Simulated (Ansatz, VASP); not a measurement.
**Two plane-wave programs on MnPt3**

Contents of INCAR:

```
PREC = Accurate
ENCUT = 520
EDIFF = 1E-6
ISMEAR = -1
SIGMA = 0.1
LREAL = False
LASPH = True
NELM = 150
ALGO = Normal
ISIF = 2
LWAVE = False
LCHARG = False
ISPIN = 2
MAGMOM = 5.2 0 0 0
LORBIT = 11
LMAXMIX = 4
GGA = CA
NBANDS = 34
```

File KPOINTS:

```
regular mesh
0
Gamma
  6 6 6
```

POSCAR

```
MnPt3
1.0
    3.9000000000      0.0000000000      0.0000000000
    0.0000000000      3.9000000000      0.0000000000
    0.0000000000      0.0000000000      3.9000000000
Mn Pt
1 3
Direct
    0.0000000000      0.0000000000      0.0000000000
    0.0000000000      0.5000000000      0.5000000000
    0.5000000000      0.0000000000      0.5000000000
    0.5000000000      0.5000000000      0.0000000000
```

Input for Ansatz:

```yaml
crystal:
  lattice:
    - [3.9, 0.0, 0.0]
    - [0.0, 3.9, 0.0]
    - [0.0, 0.0, 3.9]
  atoms:
    - { symbol: Mn, position: [0.0, 0.0, 0.0], spin: 5.2 }
    - { symbol: Pt, position: [0.0, 0.5, 0.5] }
    - { symbol: Pt, position: [0.5, 0.0, 0.5] }
    - { symbol: Pt, position: [0.5, 0.5, 0.0] }
magnetization:
  spin_polarized: true
kpoints:
  mp_grid:
    grid: [6, 6, 6]
hamiltonian:
  xc: lda
scf:
  occupations:
    method: fermi_dirac
    width: 0.1
basis:
  ecutwfc: "19 Ha"
output:
  forces: true
  stress: true
```

Alike in both runs: task single point; functional LDA; k mesh 6 × 6 × 6; occupations fermi-dirac, width 0.1 eV; collinear spin.

|  | VASP | Ansatz |
| --- | --- | --- |
| version | VASP 6.6.1 | Ansatz 0.2.0 |
| potentials or method | VASP PAW LDA potentials, release 64 (Mn_pv, Pt) | plane waves, PAW |
| plane-wave cutoff (eV) | 520 | 517 |
| valence electrons in the cell | 43 | 69 |

Ansatz gave:

```
pressure (GPa)                                                : -10.6
net moment per atom (μB)                                      : 1.02
size of the moment on the site where the two differ most (μB) : 3.64
```

What did VASP give for the same quantities?

Pressure (GPa): -10.3; net moment per atom (μB): 1.01; size of the moment on the site where the two differ most (μB): 3.57.

Site moments also hang on the region over which each program counts them. The two sets of potentials don't hold the same shells in valence. Ansatz warned: «given_moment_on_shells».

Spin-orbit coupling is left out, which matters for the levels of Pt.
